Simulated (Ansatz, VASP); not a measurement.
# Os (Osmium): VASP beside Ansatz

Wanted: the spread between two codes on one cell, functional and k mesh. The cell is taken from a series of runs on this material, whose earlier steps may have relaxed, scaled, displaced or heated it; both programs get it as it stands.

Program: Ansatz 0.2.0. Level of theory: plane waves, with VASP 6.6.1 beside it; zone-centre phonons at PBEsol. Results are calculated unless marked as measured.

## 1. The structure

The structure is hexagonal, space group P6_3/mmc (No. 194). The conventional cell has a = 2.646 Å, b = 2.646 Å, c = 4.379 Å, α = 90.00°, β = 90.00°, γ = 120.00°. Nearest to Os lie 12 Os at 2.65 to 2.67 Å.

Structure file:

```cif
data_structure
_symmetry_space_group_name_H-M 'P6_3/mmc'
_symmetry_Int_Tables_number 194
_cell_length_a 2.6460
_cell_length_b 2.6460
_cell_length_c 4.3789
_cell_angle_alpha 90.000
_cell_angle_beta 90.000
_cell_angle_gamma 120.000
_cell_volume 26.55
loop_
_atom_site_label
_atom_site_type_symbol
_atom_site_symmetry_multiplicity
_atom_site_Wyckoff_symbol
_atom_site_fract_x
_atom_site_fract_y
_atom_site_fract_z
_atom_site_occupancy
Os1 Os 2 c 0.33333 0.66667 0.25000 1
```

## 2. Ansatz: zone-centre phonons, PBEsol

Ansatz runs on its PAW soft_1 files.

Second derivatives magnify differences that forces hide, and they need a tight electronic threshold.

Input file input.yaml:

```yaml
crystal:
  lattice:
    - [2.64604571, 0.0, 0.0]
    - [-1.323022855, 2.2915428045, 0.0]
    - [0.0, 0.0, 4.3788527718]
  atoms:
    - { symbol: Os, position: [0.3333333333, 0.6666666667, 0.25] }
    - { symbol: Os, position: [0.6666666667, 0.3333333333, 0.75] }
kpoints:
  mp_grid: { grid: [18, 18, 12] }
hamiltonian:
  xc: pbesol
  pseudopotentials: { kind: paw, azcp: { folder: soft_1 }, xc_functional: pbe }
scf:
  occupations: { method: methfessel_paxton, width: 0.2 }
output:
  eigenvalues: true
phonons:
  method: dfpt
```

Command:

```
$ ansatz run input.yaml --threads 4 --pin off --max-ram 10240MiB --backend cpu --events-out ev --progress --plain --runs-dir out
```

Numbers of over 12 decimals in the logs are rounded to 6 here.

The log of the run:

```text
zone centre: on kpoints.mp_grid the ground state, and the responses unless they are solved on pairs of k-points, stand on 637 of the mesh's 3888 k-points, reduced under 4 symmetry operations, with k and −k counted as one. Each operation leaves every solved displacement unchanged or reverses it
Engine: ansatz 0.2.0, aarch64-unknown-linux-gnu
Pseudopotentials: kind: paw
Pseudopotential: Os, paw, valence charge 16, recommended cutoff 420 eV (normal), soft_1/Os.paw.azcp
Functional definition: PBEsol
  exchange = pbesol_x
  correlation = pbesol_c
Crystal: 2 atoms, lattice volume = 26.551 Å³
Basis set: ecut = 420 eV, 549 PW (Γ), exchange–correlation on 36×36×60 points (8 copies of the dense FFT grid, shifted against one another)
Bands: 20, of which v1, the nominal top of the filled ones, is band 16 counted from 1 (15 counted from 0)
Symmetry: 24 space group operations
k-points: 637 of 3888 (irreducible under 4 space group operations, time reversal used)
Non-local potential: Os, projectors of the file, l = 0: 3, l = 1: 2, l = 2: 2, l = 3: 1
PAW form: soft (Blöchl's): semilocal exchange-correlation on the pseudo side does not see the compensation charge
PAW frozen core: Os, regenerated for the run's functional, and the local potential with it (the file was generated under x = pbe(κ = 0.804, μ = 0.219515), c = pbe(β = 0.066725))
PAW one-centre angular grid: Os, 590 points (default); XC on 64 Gauss nodes
Initial density: superposition of atomic densities (chi_scale 0.1, normalization cell)
Initial wavefunctions: pseudopotential atomic-orbital guess
Functional: x = pbesol(κ = 0.804, μ = 0.123457), c = pbesol(β = 0.046)
SCF iter   1: F=—  HF=-22504.827503 eV  |F-HF|=—  |Δ(HF+E_count)|=         —  Δρ=6.34e-2  dr2=8.67e-1  ethr=3.10e-3  ⟨swp⟩=5.0  Hψ=118023  notcnv=0  defer=22
automatic band count: the SCF goes on with 24 bands, as 20 were too few: they end inside the smearing window of the response
preconditioner: auto → none  [metal: Δε(μ)=0.014 eV  Ē_g=12.699 eV  σ=0.200 eV  W_gap=0.06  n_scr=8 (ndim 8)  ℏωp=28.8 eV  f_vac=0.000  D(μ)=1.12/eV (n_scr^D=8)  sad-step TF]
SCF iter   2: F=—  HF=-22504.601464 eV  |F-HF|=—  |Δ(HF+E_count)|=   2.26e-1  S|Δr|=    0.00e0  Δρ=3.73e-2  dr2=2.92e-1  ethr=2.71e-3  ⟨swp⟩=2.0  Hψ=22886  notcnv=0  defer=489
SCF iter   3: F=—  HF=-22504.496478 eV  |F-HF|=—  |Δ(HF+E_count)|=   1.05e-1  S|Δr|=    0.00e0  Δρ=1.72e-3  dr2=3.89e-4  ethr=9.12e-4  ⟨swp⟩=2.0  Hψ=21655  notcnv=0  defer=489
SCF iter   4: F=—  HF=-22504.496378 eV  |F-HF|=—  |Δ(HF+E_count)|=   9.97e-5  S|Δr|=    0.00e0  Δρ=1.73e-4  dr2=4.51e-6  ethr=1.22e-6  ⟨swp⟩=2.2  Hψ=22020  notcnv=0  defer=714
SCF iter   5: F=—  HF=-22504.496378 eV  |F-HF|=—  |Δ(HF+E_count)|=   8.24e-8  S|Δr|=    0.00e0  Δρ=2.91e-5  dr2=1.41e-7  ethr=1.41e-8  ⟨swp⟩=2.2  Hψ=20530  notcnv=0  defer=714
SCF iter   6: F=—  HF=-22504.496384 eV  |F-HF|=—  |Δ(HF+E_count)|=   5.39e-6  S|Δr|=    0.00e0  Δρ=5.13e-6  dr2=3.18e-9  ethr=4.42e-10  ⟨swp⟩=2.8  Hψ=24539  notcnv=0  defer=837
SCF iter   7: F=—  HF=-22504.496384 eV  |F-HF|=—  |Δ(HF+E_count)|=  8.37e-11  S|Δr|=    0.00e0  Δρ=9.77e-7  dr2=5.74e-11  ethr=9.93e-12  ⟨swp⟩=2.8  Hψ=24111  notcnv=0  defer=837
SCF iter   8: F=-22504.496384 eV  HF=-22504.496384 eV  |F-HF|=7.28e-12  |Δ(HF+E_count)|=  3.27e-11  S|Δr|=    0.00e0  Δρ=5.27e-8  dr2=2.20e-13  ethr=1.00e-12  ⟨swp⟩=10.0  Hψ=70447  notcnv=0
SCF 1 converged in 8 iterations: F = -22504.496384 eV  dr2 = 2.20e-13
  greatest PAW one-centre occupation: 1.000 electrons in one spin orbital (limit 2), on the Os atom at site 1 (counted from 0), in its partial waves of l = 0
DFPT response loops at Γ: preconditioner auto → Kerker (q_TF=auto, 2.815 Å⁻¹) (partly filled bands, converged f_vac=0.000); β = 1.00, the filter's whole step (`scf.mixing.beta` (0.50) is not read by the response loops under this deck's `scf.mixing.preconditioner`; to damp them name `kerker` or `kerker_dos`, under which they read `scf.mixing.beta`, and type it under 1.00, their step now; both keys bind the ground state too); Broyden in place of MSR1
SCF converged after 8 iterations
Stability not checked: this state was not tested for a lower state beside it, because cold or Methfessel-Paxton smearing, or corrected tetrahedra, fill the levels in a way that the test cannot read (fill_not_monotonic; see scf.lower_state_search)
Free energy (F): -22504.496384 eV
Harris-Foulkes:  -22504.496384 eV  (|F-HF|=7.28e-12)
Internal energy: -22504.495024 eV  (E = F + TS)
E sigma→0 (E₀):  -22504.496044 eV
Entropy (-TS):   -0.001360 eV (-0.680 meV/atom)
Fermi energy:    27.506143 eV
--- Per-component energies (eV) ---
  E_band       = -87.514543
  E_kinetic    = 990.521380
  E_local      = -1723.504192  (includes V_loc(G=0)·N_el)
  E_nonlocal   = 398.966941
  E_hartree    = 623.262628
  E_xc         = -467.647859
  E_vxc        = -495.193378  (∫ρ·V_xc dr)
  E_paw        = -17830.304519  (= ΣΔE_a)
  E_vpaw       = -504.831459  (= ΣTr[D̂ρ^β])
  E_aug_tail   = 0.000897  (compensation charges beyond the density's cutoff)
  E_ewald      = -4496.286294
  E_core_change = 0.495995  (= ΣΔE_core)
  E_smearing   = -0.001360  (= −TS)
  E_closure    = -0.000000  (closes the sum)
  Σ components = -22504.496384   (vs F -22504.496384, Δ=0.00e0)
--- Band table (eV; the first three rows and the last of 637) ---
  k-point 0: bands = [... 12 lower, 24.2551, 25.0393, 25.0393, 26.2871, 26.2871, 26.9924, 29.3771, 29.3771, ... 4 higher]
  k-point 1: bands = [... 12 lower, 24.2213, 24.9931, 24.9931, 26.3942, 26.3942, 26.7176, 29.3780, 29.3780, ... 4 higher]
  k-point 2: bands = [... 12 lower, 24.1470, 24.8666, 24.8666, 26.0223, 26.6834, 26.6834, 29.3644, 29.3644, ... 4 higher]
  k-point 636: bands = [... 12 lower, 23.8671, 23.8671, 25.7251, 25.7251, 29.9947, 29.9947, 32.9292, 32.9292, ... 4 higher]
--- Phonons (Γ-DFPT): 2 representative perturbations + reference, on 637 of 3888 k-points (Σ response iterations 4) ---
  k mesh reduced under 4 symmetry operations, with k and −k counted as one. Each operation leaves every solved displacement unchanged or reverses it
  ASR residual: 2.755e-5 → 0.000e0 eV/Å²; symmetrization residual: 6.040e-13 eV/Å²
  ASR residual per site (eV/Å²): 2.76e-5 2.76e-5
  Γ frequencies (cm⁻¹): 0.00 0.00 0.00 163.89 163.89 217.65
  non-analytic LO–TO correction: not included (Born effective charges unavailable; polar crystals: no LO–TO splitting at Γ)
```

The column dr2 measures how far the density is from self-consistency, as an energy; F and HF (Harris–Foulkes) agree once it is small.

## 3. VASP: zone-centre phonons, PBEsol

The same cell, functional, mesh and smearing now go to VASP, with its own data sets.

Lines of VASP's logs that name or quote its potential files are left out, and so is its time.

Input file INCAR:

```
SYSTEM = Os
PREC = Accurate
ENCUT = 600
EDIFF = 1E-08
NELM = 120
ISMEAR = 1
SIGMA = 0.2
LREAL = .FALSE.
ALGO = Normal
GGA = PS
NBANDS = 14
LASPH = .TRUE.
LORBIT = 11
LWAVE = .FALSE.
LCHARG = .FALSE.
ISIF = 2
IBRION = 8
GGA_COMPAT = .FALSE.
KPAR = 2
```

Input file POSCAR:

```
Os
1.0
    2.6460457100      0.0000000000      0.0000000000
   -1.3230228550      2.2915428045      0.0000000000
    0.0000000000      0.0000000000      4.3788527718
Os
2
Direct
    0.3333333333      0.6666666667      0.2500000000
    0.6666666667      0.3333333333      0.7500000000
```

Input file KPOINTS:

```
Automatic mesh
0
Gamma
18 18 12
0 0 0
```

The projector-augmented-wave data sets are Os (PBE family, release 64).

Command:

```
$ mpirun -np 2 vasp_std
```

The log of the run:

```text
[banner, memory and clock lines left out]
running    2 mpi-ranks, on    1 nodes
 distrk:  each k-point on    1 cores,    2 groups
 distr:  one band on    1 cores,    1 groups

 POSCAR found type information on POSCAR Os
 POSCAR found :  1 types and       2 ions
|                                                                             |
|               ----> ADVICE to this user running VASP <----                  |
|                                                                             |
|     You enforced a specific xc type in the INCAR file but a different       |
|     [... a line on the potential file left out ...]
|     I HOPE YOU KNOW WHAT YOU ARE DOING!                                     |
|                                                                             |

 LDA part: xc-table for (Slater+PW92), standard interpolation
 POSCAR, INCAR and KPOINTS ok, starting setup
 FFT: planning ... GRIDC
 FFT: planning ... GRID_SOFT
 FFT: planning ... GRID
 WAVECAR not read
 entering main loop
       N       E                     dE             d eps       ncg     rms          rms(c)
DAV:   1     0.119520023796E+03    0.11952E+03   -0.82650E+03  7260   0.124E+03
DAV:   2    -0.195628753724E+02   -0.13908E+03   -0.12262E+03  7342   0.374E+02
DAV:   3    -0.257089955515E+02   -0.61461E+01   -0.58582E+01  9550   0.695E+01
DAV:   4    -0.257787061175E+02   -0.69711E-01   -0.69125E-01  8038   0.745E+00
DAV:   5    -0.257791259557E+02   -0.41984E-03   -0.41978E-03  9406   0.511E-01    0.272E+01
DAV:   6    -0.246799747323E+02    0.10992E+01   -0.90672E-01  9070   0.835E+00    0.129E+01
DAV:   7    -0.243273421406E+02    0.35263E+00   -0.69200E-01  9136   0.719E+00    0.626E-01
DAV:   8    -0.243208788135E+02    0.64633E-02   -0.74423E-03  7452   0.718E-01    0.383E-01
DAV:   9    -0.243184085636E+02    0.24702E-02   -0.19192E-03  8800   0.482E-01    0.433E-02
DAV:  10    -0.243184252603E+02   -0.16697E-04   -0.60313E-05  9262   0.690E-02    0.772E-03
DAV:  11    -0.243184032933E+02    0.21967E-04   -0.52021E-06  8032   0.273E-02    0.145E-03
DAV:  12    -0.243184025940E+02    0.69930E-06   -0.10710E-07  9382   0.328E-03    0.669E-04
DAV:  13    -0.243184024931E+02    0.10086E-06   -0.29554E-09  5474   0.528E-04    0.147E-04
DAV:  14    -0.243184024896E+02    0.35124E-08   -0.29569E-10  4466   0.227E-04
   1 F= -.24318402E+02 E0= -.24317988E+02  d E =-.124492E-02
 Linear response reoptimize wavefunctions to high precision
DAV:   1    -0.243184024916E+02   -0.19693E-08   -0.10000E-10  4916   0.112E-04
DAV:   2    -0.243184024916E+02    0.90949E-12   -0.16838E-11  4040   0.543E-05
 Linear response DOF=           2
 Linear response progress:
  Degree of freedom:   1/  2
       N       E                     dE             d eps       ncg     rms          rms(c)
RMM:   1    -0.190762585636E+00   -0.19076E+00   -0.10886E-01 54150   0.261E+00
RMM:   2    -0.187451313408E+00    0.33113E-02   -0.15690E-03 42092   0.542E-01    0.152E-01
RMM:   3    -0.186206357041E+00    0.12450E-02   -0.51504E-04 50077   0.162E-01    0.862E-02
RMM:   4    -0.185437019468E+00    0.76934E-03   -0.80811E-04 50803   0.192E-01    0.108E-02
RMM:   5    -0.185483712779E+00   -0.46693E-04   -0.18674E-05 51749   0.310E-02    0.525E-03
RMM:   6    -0.185458733925E+00    0.24979E-04   -0.17585E-06 52051   0.951E-03    0.149E-03
RMM:   7    -0.185454425104E+00    0.43088E-05   -0.36461E-08 53203   0.207E-03    0.850E-04
RMM:   8    -0.185450500677E+00    0.39244E-05   -0.97270E-08 52033   0.130E-03    0.938E-05
RMM:   9    -0.185449962692E+00    0.53798E-06   -0.61913E-08 53802   0.193E-04    0.298E-05
RMM:  10    -0.185449946586E+00    0.16106E-07   -0.28704E-08 53571   0.519E-05    0.493E-06
RMM:  11    -0.185449908134E+00    0.38452E-07   -0.11553E-08 53464   0.133E-05    0.177E-06
RMM:  12    -0.185449925374E+00   -0.17239E-07   -0.45842E-09 44091   0.732E-06    0.285E-07
RMM:  13    -0.185449926041E+00   -0.66757E-09   -0.36774E-09 23497   0.616E-06    0.133E-07
 first order change of Fermi-energy  -0.17468E-04
 force on displaced ion       1 direction 1 :  -9.445   0.001   0.000
 Linear response progress:
  Degree of freedom:   2/  2
       N       E                     dE             d eps       ncg     rms          rms(c)
RMM:   1    -0.251085972745E+00   -0.25109E+00   -0.13715E-01 19146   0.274E+00
RMM:   2    -0.242715343834E+00    0.83706E-02   -0.61956E-03 14024   0.775E-01    0.177E-01
RMM:   3    -0.242135019021E+00    0.58032E-03   -0.91082E-04 17712   0.176E-01    0.993E-02
RMM:   4    -0.242165859028E+00   -0.30840E-04   -0.29724E-04 17848   0.131E-01    0.212E-02
RMM:   5    -0.242236555643E+00   -0.70697E-04   -0.50476E-06 18194   0.291E-02    0.145E-02
RMM:   6    -0.242252059640E+00   -0.15504E-04    0.98900E-06 18111   0.119E-02    0.397E-03
RMM:   7    -0.242265082630E+00   -0.13023E-04    0.20818E-06 17863   0.496E-03    0.468E-04
RMM:   8    -0.242262814351E+00    0.22683E-05   -0.78588E-07 18455   0.862E-04    0.195E-04
RMM:   9    -0.242260554829E+00    0.22595E-05   -0.14100E-07 18205   0.273E-04    0.543E-05
RMM:  10    -0.242260464466E+00    0.90363E-07    0.18120E-07 16955   0.118E-04    0.767E-06
RMM:  11    -0.242260467772E+00   -0.33063E-08    0.87181E-09 18656   0.422E-05    0.472E-06
 first order change of Fermi-energy   0.83384E-04
 force on displaced ion       1 direction 3 :   0.000  -0.000 -16.690
 Linear response finished
```

Parts of OUTCAR (step 3):

```text
ion  position               nearest neighbor table
   1  0.333  0.667  0.250-   2 2.67   2 2.67   2 2.67   2 2.67   2 2.67   2 2.67
   2  0.667  0.333  0.750-   1 2.67   1 2.67   1 2.67   1 2.67   1 2.67   1 2.67

  LATTYP: Found a hexagonal cell.
 ALAT       =     2.6460457100
 C/A-ratio  =     1.6548666394

 Subroutine GETGRP returns: Found 24 space group operations
 (whereof 12 operations were pure point group operations)

The static configuration has the point symmetry D_3d.
 The point group associated with its full space group is D_6h.

 Found    259 irreducible k-points:

   k-points           NKPTS =    259   k-points in BZ     NKDIM =    259   number of bands    NBANDS=     14

   dimension x,y,z NGX =    24 NGY =   24 NGZ =   36
   dimension x,y,z NGXF=    48 NGYF=   48 NGZF=   72

   ENCUT  =  600.0 eV  44.10 Ry    6.64 a.u.   5.28  5.28  8.75*2*pi/ulx,y,z

   NELECT =      16.0000    total number of electrons

 k-points in reciprocal lattice and weights: Automatic mesh
   0.00000000  0.00000000  0.00000000       0.000
   0.05555556  0.00000000  0.00000000       0.002
   0.11111111  0.00000000  0.00000000       0.002
   0.16666667  0.00000000  0.00000000       0.002
   0.22222222  0.00000000  0.00000000       0.002
   0.27777778  0.00000000  0.00000000       0.002
   0.33333333  0.00000000  0.00000000       0.002
   0.38888889  0.00000000  0.00000000       0.002
   0.44444444  0.00000000  0.00000000       0.002
[...]
0.33333333  0.27777778  0.50000000       0.003
   0.33333333  0.33333333  0.50000000       0.001

 average (electrostatic) potential at core
       1 -42.2885       2 -42.2885

  Total        5.7190539      5.7190539      0.2130558      0.0000000     -0.0000000      0.0000000
  in kB      345.1033028    345.1033029     12.8563666      0.0000000     -0.0000000      0.0000000
  external PRESSURE =     234.3543241 kB  Pullay stress =       0.0000000 kB

  energy-cutoff  :      600.00
  volume of cell :       26.55
      direct lattice vectors                 reciprocal lattice vectors
     2.646045710  0.000000000  0.000000000     0.377922421  0.218193611  0.000000000
    -1.323022855  2.291542805  0.000000000     0.000000000  0.436387223  0.000000000
     0.000000000  0.000000000  4.378852772     0.000000000  0.000000000  0.228370318

 POSITION                                       TOTAL-FORCE (eV/Angst)
 -----------------------------------------------------------------------------------
     -0.00000      1.52770      1.09471        -0.000000      0.000000      0.000000
      1.32302      0.76385      3.28414         0.000000      0.000000      0.000000
 -----------------------------------------------------------------------------------
    total drift:                               -0.000000      0.000000     -0.000000

 Eigenvectors and eigenvalues of the dynamical matrix
 ----------------------------------------------------

   1 f  =    6.549213 THz    41.149922 2PiTHz  218.458247 cm-1    27.085358 meV
             X         Y         Z           dx          dy          dz
     -0.000000  1.527695  1.094713     0.000000    0.000000   -0.707107
      1.323023  0.763848  3.284140     0.000000    0.000000    0.707107

   2 f  =    4.926816 THz    30.956101 2PiTHz  164.340908 cm-1    20.375667 meV
             X         Y         Z           dx          dy          dz
     -0.000000  1.527695  1.094713    -0.000001    0.707107    0.000000
      1.323023  0.763848  3.284140     0.000001   -0.707107    0.000000

   3 f  =    4.926816 THz    30.956101 2PiTHz  164.340908 cm-1    20.375667 meV
             X         Y         Z           dx          dy          dz
     -0.000000  1.527695  1.094713    -0.707107   -0.000001    0.000000
      1.323023  0.763848  3.284140     0.707107    0.000001    0.000000

   4 f  =    0.000000 THz     0.000001 2PiTHz    0.000003 cm-1     0.000000 meV
             X         Y         Z           dx          dy          dz
     -0.000000  1.527695  1.094713    -0.079806   -0.702589    0.000000
      1.323023  0.763848  3.284140    -0.079806   -0.702589    0.000000

   5 f  =    0.000000 THz     0.000000 2PiTHz    0.000000 cm-1     0.000000 meV
             X         Y         Z           dx          dy          dz
     -0.000000  1.527695  1.094713     0.000000    0.000000    0.707107
      1.323023  0.763848  3.284140     0.000000    0.000000    0.707107

   6 f/i=    0.000000 THz     0.000000 2PiTHz    0.000001 cm-1     0.000000 meV
             X         Y         Z           dx          dy          dz
     -0.000000  1.527695  1.094713    -0.702589    0.079806    0.000000
      1.323023  0.763848  3.284140    -0.702589    0.079806    0.000000

 ELASTIC MODULI CONTR FROM IONIC RELAXATION (kBar)
 Direction    XX          YY          ZZ          XY          YZ          ZX
 --------------------------------------------------------------------------------
 XX         -88.0267     88.0267      0.0000     -0.0000      0.0000      0.0000
 YY          88.0267    -88.0267     -0.0000      0.0000      0.0000      0.0000
 ZZ           0.0000     -0.0000     -0.0000      0.0000      0.0000      0.0000
 XY          -0.0000      0.0000      0.0000    -88.0267      0.0000      0.0000
 YZ           0.0000      0.0000      0.0000      0.0000      0.0000      0.0000
 ZX           0.0000      0.0000      0.0000      0.0000      0.0000      0.0000
 --------------------------------------------------------------------------------
```

## 4. Differences

Known differences besides the potentials themselves: the data sets hold 32 valence electrons in Ansatz (on its PAW soft_1 files) and 16 in VASP; the cutoff is 420 eV in Ansatz and 600 eV in VASP; Ansatz makes its cores anew for this functional, VASP keeps those of its PBE data sets. Total energies have different zeros and are not compared.

Compared:

```tsv
quantity	Ansatz	VASP	difference
optical mode 1 to 2 (cm⁻¹)	163.9	164.3	-0.27 %
optical mode 3 (cm⁻¹)	217.7	218.5	-0.37 %
```

Modes are paired by rising frequency, not by their patterns, so a pair may set unlike modes beside each other; they are those without the splitting of longitudinal modes.

## 5. Results

| Property | Result |
| --- | --- |
| r.m.s. difference of the optical zone-centre modes, each program's sorted by frequency (zone-centre phonons, PBEsol) | 0.59 cm⁻¹ |

What this shows: The r.m.s. difference of the optical zone-centre modes, each program's sorted by frequency is 0.59 cm⁻¹ (zone-centre phonons, PBEsol). The data sets hold unlike numbers of valence electrons (32 in Ansatz and 16 in VASP), so part of the differences comes from the potentials. Such differences can come from data sets, numerical settings and the points named under the comparisons, not from the functional's error against experiment.

[Lines on the potential files, build, host, timing and source positions are cut from VASP's logs without a mark.]

[Logs are printed without paths, hosts, clocks, repeated set-up lines and the standing remarks that a program may print on its own settings, such as how far it seeks lower states.]

[Hosts, paths, dates, database ids (printed as entryN), source tags and the programs' standing remarks are cut or masked in the printed files.]
